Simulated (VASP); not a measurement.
Al15NiN16 (a cell with a defect), 32 atoms in the cell. The cell holds a defect, 32 atoms: a = 6.220 Å, b = 6.220 Å, c = 9.960 Å, α = 90.00°, β = 90.00°, γ = 120.00°. 

```yaml
Program: VASP 6.6.1
Task: single point
Functional: PBEsol
Potentials_or_basis: VASP PAW PBE potentials, release 64 (Ni, Al, N)
Cutoff: 450 eV
k_mesh: 3 × 3 × 2
Occupations: gaussian, width 0.03 eV
Spin: collinear spin, ferromagnetic start
Hubbard_terms: Ni d U = 5 eV
Dq: 0
Further_INCAR_settings: LREAL = Auto; ALGO = All; EDIFF = 1e-05; ISYM = 0
```

Potentials or basis: VASP PAW PBE potentials, release 64 (Ni, Al, N).

Run with:

```sh
$ cat potpaw_PBE.64/Ni/POTCAR potpaw_PBE.64/Al/POTCAR potpaw_PBE.64/N/POTCAR > POTCAR
$ mpirun -np 8 vasp_std > vasp.out
```

Hardware: 8 MPI ranks on AMD EPYC 9R45 96-Core Processor (Zen 5), with other jobs on the host.

Q: Estimate the wall time of this run.

A: It took 2 min on 8 MPI ranks on AMD EPYC 9R45 96-Core Processor (Zen 5), with other jobs on the host, peak memory 0.65 GiB a rank. Counts: scf iterations 24, k points 10.
